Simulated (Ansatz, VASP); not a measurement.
# La72N36Cl107 (V_Cl1): VASP beside Ansatz, part 2 of 2

Aim: how closely do two programs agree when they are given the same cell, functional and k mesh? The cell is taken from a series of runs on this material, whose earlier steps may have relaxed, scaled, displaced or heated it; both programs get it as it stands.

VASP 6.6.1 and Ansatz 0.2.0.

So far. Step 2 (VASP: single point, PBEsol): The run ends at a pressure of -0.37 GPa, with forces up to 0.38 eV/Å.

## (3) Ansatz: single point, PBEsol

Level of this step: Ansatz beside VASP: Kohn-Sham DFT, plane waves, PBEsol (Ansatz).

Ansatz runs on its default PAW (the set named soft_2) files.

The same cell, functional, mesh and smearing now go to Ansatz.

input.yaml

```yaml
crystal:
  lattice:
    - [0.0, 0.0, 18.20890104]
    - [20.48774399, 0.0, 0.0]
    - [-6.829248, 13.70048064, -6.06963368]
  atoms:
    - { symbol: La, position: [0.19237660938, 0.3035363038, 0.09254825885] }
    - { symbol: La, position: [0.1412382754, 0.02757309875, 0.40561009581] }
    - { symbol: La, position: [0.30062015232, 0.24238172979, 0.40480335767] }
    - { symbol: La, position: [0.02662130644, 0.09047097246, 0.09377574651] }
    - { symbol: "N", position: [0.07858781394, -0.00084405169, -0.00087044444] }
    - { symbol: "N", position: [0.24559507274, -0.00120925463, 0.0006099308] }
    - { symbol: Cl, position: [0.07969346511, 0.16561625662, -0.00113478285] }
    - { symbol: Cl, position: [0.24773117478, 0.16625632814, 0.00127866424] }
    - { symbol: Cl, position: [0.28511573373, 0.32796318702, 0.29615546321] }
    - { symbol: Cl, position: [0.06745098479, 0.00234297682, 0.19652461343] }
    - { symbol: Cl, position: [0.23429638294, 0.12767156945, 0.19644122469] }
    - { symbol: Cl, position: [0.10519339809, 0.20566728205, 0.30243301064] }
    - { symbol: La, position: [0.19715463198, 0.30456498229, 0.59477498379] }
    - { symbol: La, position: [0.13108730229, 0.02690430224, 0.90528238247] }
    - { symbol: La, position: [0.30306198873, 0.24156507321, 0.90953836425] }
    - { symbol: La, position: [0.03784904603, 0.09070930652, 0.59517634941] }
    - { symbol: "N", position: [0.08928350218, -4.367497e-05, 0.50073234488] }
    - { symbol: "N", position: [0.25565055095, -3.354664e-05, 0.50049155406] }
    - { symbol: Cl, position: [0.08300420973, 0.16389491788, 0.49253057786] }
    - { symbol: Cl, position: [0.25462239584, 0.16908512172, 0.50694726061] }
    - { symbol: Cl, position: [0.27215492975, 0.33062989012, 0.80707949563] }
    - { symbol: Cl, position: [0.06384804292, 0.00154378628, 0.69647445802] }
    - { symbol: Cl, position: [0.23046833498, 0.12891651305, 0.69833646777] }
    - { symbol: Cl, position: [0.10102657747, 0.20379383447, 0.8059443301] }
    - { symbol: La, position: [0.20274703688, 0.63815358987, 0.09395947743] }
    - { symbol: La, position: [0.1324318654, 0.36167197662, 0.40709069799] }
    - { symbol: La, position: [0.29773377126, 0.57507904124, 0.40539694315] }
    - { symbol: La, position: [0.02978878788, 0.42470661686, 0.09393074653] }
    - { symbol: "N", position: [0.08117036706, 0.33321450251, -0.00117320393] }
    - { symbol: "N", position: [0.251015858, 0.33290848419, 0.00364874409] }
    - { symbol: Cl, position: [0.08718086942, 0.5008168582, 0.00482801104] }
    - { symbol: Cl, position: [0.24900916916, 0.49657058428, -0.00853967302] }
    - { symbol: Cl, position: [0.27069612943, 0.66286631011, 0.30243031461] }
    - { symbol: Cl, position: [0.07099371981, 0.33609405108, 0.19780315354] }
    - { symbol: Cl, position: [0.23620753229, 0.46047650949, 0.19623914816] }
    - { symbol: Cl, position: [0.10400629406, 0.5372536757, 0.30320918725] }
    - { symbol: La, position: [0.19484315739, 0.63877798894, 0.59474823343] }
    - { symbol: La, position: [0.1344468771, 0.36016747937, 0.90501653039] }
    - { symbol: La, position: [0.30707968193, 0.57574561667, 0.90505217882] }
    - { symbol: La, position: [0.03090849948, 0.42378240462, 0.59648006932] }
    - { symbol: "N", position: [0.08193415425, 0.33239674535, 0.50013035981] }
    - { symbol: "N", position: [0.24850345468, 0.33339277027, 0.49915676178] }
    - { symbol: Cl, position: [0.08067667793, 0.49946101805, 0.50010464691] }
    - { symbol: Cl, position: [0.24772447544, 0.49944979602, 0.50072084125] }
    - { symbol: Cl, position: [0.26598756573, 0.66459675255, 0.80368928882] }
    - { symbol: Cl, position: [0.07101882568, 0.33386900148, 0.69655799991] }
    - { symbol: Cl, position: [0.23163707999, 0.46121879735, 0.69588613549] }
    - { symbol: Cl, position: [0.09982239808, 0.53722031887, 0.80396503899] }
    - { symbol: La, position: [0.1923876976, 0.97078548997, 0.09435619692] }
    - { symbol: La, position: [0.13091889934, 0.69433256488, 0.40518375396] }
    - { symbol: La, position: [0.30788617054, 0.90865585747, 0.40574471458] }
    - { symbol: La, position: [0.03700721188, 0.75756873147, 0.09443014774] }
    - { symbol: "N", position: [0.08791165398, 0.66621283759, -0.00074618603] }
    - { symbol: "N", position: [0.25487160575, 0.66626494194, 0.0001152102] }
    - { symbol: Cl, position: [0.07945703202, 0.82902410791, -0.01153441518] }
    - { symbol: Cl, position: [0.25362131448, 0.83602227229, 0.01072940837] }
    - { symbol: Cl, position: [0.26761219524, 0.99736928184, 0.30382776267] }
    - { symbol: Cl, position: [0.06623578782, 0.66797827052, 0.19564764861] }
    - { symbol: Cl, position: [0.22973046561, 0.79469258733, 0.19668018799] }
    - { symbol: Cl, position: [0.09875762378, 0.87101257446, 0.30357291121] }
    - { symbol: La, position: [0.20451332143, 0.97200100591, 0.59536847672] }
    - { symbol: La, position: [0.14052823929, 0.69440268456, 0.90513850404] }
[... 43 lines left out ...]
    - { symbol: Cl, position: [0.60323826133, 0.66329970388, 0.30275123776] }
    - { symbol: Cl, position: [0.56913800589, 0.46174720985, 0.19539908575] }
    - { symbol: Cl, position: [0.43765637439, 0.53224780701, 0.30399460699] }
    - { symbol: La, position: [0.52794383801, 0.63892967987, 0.59492621927] }
    - { symbol: La, position: [0.46662951936, 0.36088835348, 0.90611963494] }
    - { symbol: La, position: [0.64042370287, 0.57577250117, 0.9051926483] }
    - { symbol: La, position: [0.36339877771, 0.42451281473, 0.59585326239] }
    - { symbol: "N", position: [0.41560494691, 0.33329566007, 0.50139696376] }
    - { symbol: "N", position: [0.58275793515, 0.33373286811, 0.50246595481] }
    - { symbol: Cl, position: [0.41407877938, 0.49982757646, 0.5001629581] }
    - { symbol: Cl, position: [0.58322164855, 0.50179757941, 0.50580451954] }
    - { symbol: Cl, position: [0.59921328473, 0.66476810502, 0.80373229657] }
    - { symbol: Cl, position: [0.40094133146, 0.33490745895, 0.69716807283] }
    - { symbol: Cl, position: [0.56451959099, 0.4619189986, 0.69656826235] }
    - { symbol: Cl, position: [0.4329489081, 0.53778713655, 0.80399319659] }
    - { symbol: La, position: [0.52705748577, 0.97130150956, 0.09472493762] }
    - { symbol: La, position: [0.46405925162, 0.69308878206, 0.40405054725] }
    - { symbol: La, position: [0.64118305478, 0.9084935385, 0.40514997927] }
    - { symbol: La, position: [0.37032715522, 0.75719636534, 0.09507406537] }
    - { symbol: "N", position: [0.42149226307, 0.6663436907, -0.00034374891] }
    - { symbol: "N", position: [0.58830186274, 0.66667591412, 7.239393e-05] }
    - { symbol: Cl, position: [0.41375408675, 0.82961763861, -0.00916038328] }
    - { symbol: Cl, position: [0.58683652258, 0.83635943198, 0.00946661637] }
    - { symbol: Cl, position: [0.60112777094, 0.99751114455, 0.30367691157] }
    - { symbol: Cl, position: [0.39906634346, 0.66575299409, 0.19441741898] }
    - { symbol: Cl, position: [0.56270530699, 0.79494149627, 0.19648510592] }
    - { symbol: Cl, position: [0.43190343498, 0.87065871329, 0.3039392346] }
    - { symbol: La, position: [0.53766000378, 0.97137893962, 0.59433187564] }
    - { symbol: La, position: [0.47381468919, 0.69473630957, 0.9053807751] }
    - { symbol: La, position: [0.62998148334, 0.9087459082, 0.90482037678] }
    - { symbol: La, position: [0.3608092514, 0.75738809745, 0.59387008433] }
    - { symbol: "N", position: [0.41310728823, 0.66592826305, 0.49939967988] }
    - { symbol: "N", position: [0.57922613033, 0.66576394267, 0.49861791583] }
    - { symbol: Cl, position: [0.42083450609, 0.8355751016, 0.50870927082] }
    - { symbol: Cl, position: [0.58042616993, 0.82893303945, 0.48861700716] }
    - { symbol: Cl, position: [0.60199645751, 0.99784404415, 0.80335878364] }
    - { symbol: Cl, position: [0.39796318303, 0.66825539972, 0.6957201156] }
    - { symbol: Cl, position: [0.56841589308, 0.79544463317, 0.69553826238] }
    - { symbol: Cl, position: [0.43775428801, 0.87085603408, 0.80322745817] }
    - { symbol: La, position: [0.86422962752, 0.30532703397, 0.09398289166] }
    - { symbol: La, position: [0.8079936283, 0.02737576418, 0.40504530997] }
    - { symbol: La, position: [0.96674879372, 0.24136745157, 0.40585228169] }
    - { symbol: La, position: [0.6926587298, 0.09067535869, 0.09364259195] }
    - { symbol: "N", position: [0.74532380472, -1.393279e-05, -0.00044460457] }
    - { symbol: "N", position: [0.91209752614, -5.374221e-05, -2.349936e-05] }
    - { symbol: Cl, position: [0.74921781918, 0.16896078869, 0.00551949904] }
    - { symbol: Cl, position: [0.91270742027, 0.16591369475, -0.00372009806] }
    - { symbol: Cl, position: [0.93381760967, 0.33160554951, 0.3040582109] }
    - { symbol: Cl, position: [0.73405778704, 0.00238870672, 0.19622159503] }
    - { symbol: Cl, position: [0.90251854618, 0.1289859137, 0.19688794518] }
    - { symbol: Cl, position: [0.7707729081, 0.20540428526, 0.30232052448] }
    - { symbol: La, position: [0.86121540107, 0.30402328724, 0.59318529592] }
    - { symbol: La, position: [0.79694609913, 0.02790006564, 0.90515160125] }
    - { symbol: La, position: [0.96593571885, 0.24184993822, 0.90330697785] }
    - { symbol: La, position: [0.70401097379, 0.09069470533, 0.59343834756] }
    - { symbol: "N", position: [0.75558709514, -0.00028047784, 0.49978243296] }
    - { symbol: "N", position: [0.92240108359, -0.00028291145, 0.50012105411] }
    - { symbol: Cl, position: [0.74790997769, 0.16323728353, 0.48849632089] }
    - { symbol: Cl, position: [0.92144526529, 0.16926175247, 0.50873767103] }
    - { symbol: Cl, position: [0.93853120716, 0.33136505828, 0.8027427168] }
    - { symbol: Cl, position: [0.7306394926, 0.00265631818, 0.69624788872] }
    - { symbol: Cl, position: [0.8963319388, 0.12893956377, 0.69525311804] }
    - { symbol: Cl, position: [0.76637052435, 0.20495700354, 0.80374627517] }
    - { symbol: La, position: [0.87004218133, 0.63907942906, 0.09475823718] }
    - { symbol: La, position: [0.80334079338, 0.36177107411, 0.40642927171] }
    - { symbol: La, position: [0.96489969704, 0.57536050203, 0.40613971778] }
    - { symbol: La, position: [0.6971705502, 0.42499626493, 0.09408199916] }
    - { symbol: "N", position: [0.74997406749, 0.33383588791, 0.00107983129] }
    - { symbol: "N", position: [0.91546001128, 0.33325979289, -0.00075890875] }
    - { symbol: Cl, position: [0.75425257611, 0.50235515939, 0.00659282353] }
    - { symbol: Cl, position: [0.91653225084, 0.49796887557, -0.00634267458] }
    - { symbol: Cl, position: [0.93719551969, 0.66373099161, 0.30348337102] }
    - { symbol: Cl, position: [0.72552761475, 0.33540206717, 0.19712582686] }
    - { symbol: Cl, position: [0.90220855902, 0.46159225613, 0.19659500086] }
    - { symbol: Cl, position: [0.77142323815, 0.53704290934, 0.30349477517] }
    - { symbol: La, position: [0.86075593313, 0.63855234158, 0.59446411162] }
    - { symbol: La, position: [0.80061957309, 0.36197324446, 0.90539746244] }
    - { symbol: La, position: [0.97336461696, 0.5755663149, 0.90510362476] }
    - { symbol: La, position: [0.69791367444, 0.42456117871, 0.5951155231] }
    - { symbol: "N", position: [0.74718638189, 0.33295491905, 0.49652055351] }
    - { symbol: "N", position: [0.91594119114, 0.33289025798, 0.50132141395] }
    - { symbol: Cl, position: [0.74587701472, 0.49738594975, 0.4941967563] }
    - { symbol: Cl, position: [0.91644117753, 0.50127231598, 0.50560027164] }
    - { symbol: Cl, position: [0.93220612871, 0.66404659655, 0.80315397086] }
    - { symbol: Cl, position: [0.73696635876, 0.33440004558, 0.69538628849] }
    - { symbol: Cl, position: [0.8971757448, 0.46104556962, 0.69520807667] }
    - { symbol: Cl, position: [0.76682877334, 0.53758893454, 0.80396194664] }
    - { symbol: La, position: [0.85980136641, 0.97209308823, 0.09459481352] }
    - { symbol: La, position: [0.79783320829, 0.69413989872, 0.40493459519] }
    - { symbol: La, position: [0.97492864012, 0.90876478229, 0.40585155536] }
    - { symbol: La, position: [0.70361964309, 0.75774667284, 0.09435278598] }
    - { symbol: "N", position: [0.75487150381, 0.66670964236, -0.0004532728] }
    - { symbol: "N", position: [0.92165315904, 0.66677171197, 0.00019511148] }
    - { symbol: Cl, position: [0.7468115151, 0.83002278089, -0.01040762399] }
    - { symbol: Cl, position: [0.9204073975, 0.8368967905, 0.01068012449] }
    - { symbol: Cl, position: [0.93442446889, 0.99781367717, 0.30398000902] }
    - { symbol: Cl, position: [0.73251885085, 0.66806777864, 0.19557847466] }
    - { symbol: Cl, position: [0.8963364565, 0.7954787015, 0.19676353698] }
    - { symbol: Cl, position: [0.76500378634, 0.87085132473, 0.30327743958] }
    - { symbol: La, position: [0.87073165628, 0.97156993206, 0.59441076828] }
    - { symbol: La, position: [0.80729849315, 0.69485234521, 0.90534928049] }
    - { symbol: La, position: [0.9629064159, 0.90851732038, 0.90481949241] }
    - { symbol: La, position: [0.69364732479, 0.75724339517, 0.59356415845] }
    - { symbol: "N", position: [0.74632544915, 0.66618991095, 0.49964571393] }
    - { symbol: "N", position: [0.91294090223, 0.66619685156, 0.49958720032] }
    - { symbol: Cl, position: [0.7541737226, 0.83622619821, 0.50954781401] }
    - { symbol: Cl, position: [0.91416908242, 0.82954801121, 0.48962102071] }
    - { symbol: Cl, position: [0.93399875804, 0.99773147728, 0.80343183529] }
    - { symbol: Cl, position: [0.73167551112, 0.6683287293, 0.69565498065] }
    - { symbol: Cl, position: [0.90196237121, 0.79516340558, 0.69591641927] }
    - { symbol: Cl, position: [0.77072728611, 0.87113916184, 0.8028488369] }
  host:
    repeats: [3, 3, 2]
    atoms:
      - { symbol: La, position: [0.59462117, 0.91617239, 0.18924233] }
      - { symbol: La, position: [0.40537883, 0.08382761, 0.81075767] }
      # ... 10 more atoms of the perfect host
total_charge: 1
basis:
  ecutwfc: 420
  xc_grid: 2
hamiltonian:
  xc: pbesol
kpoints:
  mp_grid: { grid: [1, 1, 1] }
scf:
  occupations: { method: fermi_dirac, width: 0.01 }
  max_iter: 100
output:
  forces: true
  charged_corrections:
    epsilon: [4.39, 4.42, 4.85]
    static_epsilon: [10.89, 11.06, 79.29]
    defect_position: [0.398607, 0.334768, 0.195822]
checkpoint:
  read: "../qp1.relax_smeared.run"
  write: "../cc1.qp1.l0.67.run"
  compress: false
  write_wavefunctions: false
  write_every: 100000
```

The run is started by

```bash
$ ansatz run input.yaml --threads 12 --pin off --max-ram 56524MiB --backend cuda --events-out ev --progress --plain --runs-dir out
```

Log:

```text
Warning: checkpoint.read: the run can stay near the saved state's solution: 215 site(s) moved relative to the saved geometry (max |Δs| = 5.104e-3 fractional); the SCF starts from the saved state under [...]
Engine: ansatz 0.2.0, aarch64-unknown-linux-gnu
[...]
Pseudopotential: La, paw, valence charge 11, recommended cutoff 420 eV (normal), La.paw.azcp
Pseudopotential: N, paw, valence charge 5, recommended cutoff 420 eV (normal), N.paw.azcp
Pseudopotential: Cl, paw, valence charge 7, recommended cutoff 420 eV (normal), Cl.paw.azcp
Functional definition: PBEsol
[...]
Crystal: 215 atoms, lattice volume = 5111.092 Å³
Basis set: ecut = 420 eV, 99919 PW (Γ), exchange–correlation on 250×288×240 points (8 copies of the dense FFT grid, shifted against one another)
[...]
preconditioner: auto → Resta (q_TF=auto, 2.275 Å⁻¹)  ε∞=4.2  [insulator: Δε(μ)=2.733 eV  Ē_g=11.489 eV  σ=0.010 eV  W_gap=1.00  n_scr=1008 (ndim 8)  ℏωp=20.6 eV  f_vac=0.033  D(μ)=0.00/eV (n_scr^D=0)  [...]
SCF iter   2: F=—  HF=-571232.538933 eV  |F-HF|=—  |Δ(HF+E_count)|=   5.12e-2  Δρ=7.89e-4  dr2=3.60e-2  ethr=1.24e-5  ⟨swp⟩=9.0  Hψ=2511  notcnv=0  defer=8
[...]
SCF iter   4: F=—  HF=-571232.534334 eV  |F-HF|=—  |Δ(HF+E_count)|=   5.29e-3  Δρ=1.22e-4  dr2=8.93e-4  ethr=4.64e-7  ⟨swp⟩=3.0  Hψ=1663  notcnv=0  defer=130
automatic band count: iteration 4 solves 997 bands in place of 1075: the levels show a gap, and the empty bands left out lie too high to hold charge; the band table lists the bands solved (type scf.n_ [...]
SCF iter   5: F=—  HF=-571232.538492 eV  |F-HF|=—  |Δ(HF+E_count)|=   4.16e-3  Δρ=2.89e-5  dr2=7.43e-5  ethr=5.19e-8  ⟨swp⟩=2.0  Hψ=1728  notcnv=0  defer=130
[...]
SCF 1 converged in 9 iterations: F = -571232.533466 eV  dr2 = 7.96e-8
[...]
SCF converged after 9 iterations
[...]
```

The column dr2 measures how far the density is from self-consistency, as an energy; F and HF (Harris–Foulkes) agree once it is small.

## (4) Differences

Known differences besides the potentials themselves: the cutoff is 420 eV in Ansatz and 520 eV in VASP (PREC = Accurate, projectors in real space); Ansatz makes its cores anew for this functional, VASP keeps those of its PBE data sets. Total energies have different zeros and are not compared.

The two programs side by side:

```csv
quantity,Ansatz,VASP,difference
gap on the k mesh (eV),2.798,2.808,-0.010
```

Forces on 10 of the 215 atoms, those with the largest forces and the largest differences (eV/Å; atoms numbered as in POSCAR):

```csv
atom,"Ansatz x, y, z","VASP x, y, z"
La1,"0.022, -0.164, -0.314","0.032, -0.171, -0.312"
La5,"0.000, -0.019, -0.021","0.012, -0.030, -0.021"
La7,"-0.073, -0.237, 0.004","-0.063, -0.227, 0.004"
La11,"0.060, 0.070, -0.053","0.073, 0.080, -0.054"
La25,"0.015, -0.144, 0.289","0.025, -0.152, 0.287"
La30,"-0.050, -0.027, 0.028","-0.063, -0.017, 0.029"
La34,"-0.169, 0.298, 0.011","-0.180, 0.307, 0.011"
La36,"0.343, -0.157, 0.014","0.336, -0.166, 0.014"
N78,"-0.072, 0.233, 0.107","-0.071, 0.232, 0.105"
N89,"-0.061, 0.211, -0.115","-0.060, 0.213, -0.113"
```

The forces differ by 5.1 meV/Å r.m.s., which is 12.2 % of the r.m.s. force of 0.042 eV/Å (both taken over all components). A gap on the mesh is an upper bound, since the band edges may lie between its points. The cell carries a charge of +1 e against a uniform background, so its pressure also hangs on how the neutralising background is counted, and in a defect's cell a gap may be the spacing between its levels.

## (5) Results

```
r.m.s. force difference (single point, PBEsol) : 5.1 meV/Å
```

In words: The r.m.s. force difference is 5.1 meV/Å (single point, PBEsol), within the 12 meV/Å picked in this series as the mark of a large difference. How closely two codes agree says nothing of how well the functional describes the real material.

[Lines on the potential files, build, host, timing and source positions are cut from VASP's logs without a mark.]

[Logs are printed without paths, hosts, clocks, repeated set-up lines and the standing remarks that a program may print on its own settings, such as how far it seeks lower states.]

[Hosts, paths, dates, database ids (printed as entryN), source tags and the programs' standing remarks are cut or masked in the printed files.]
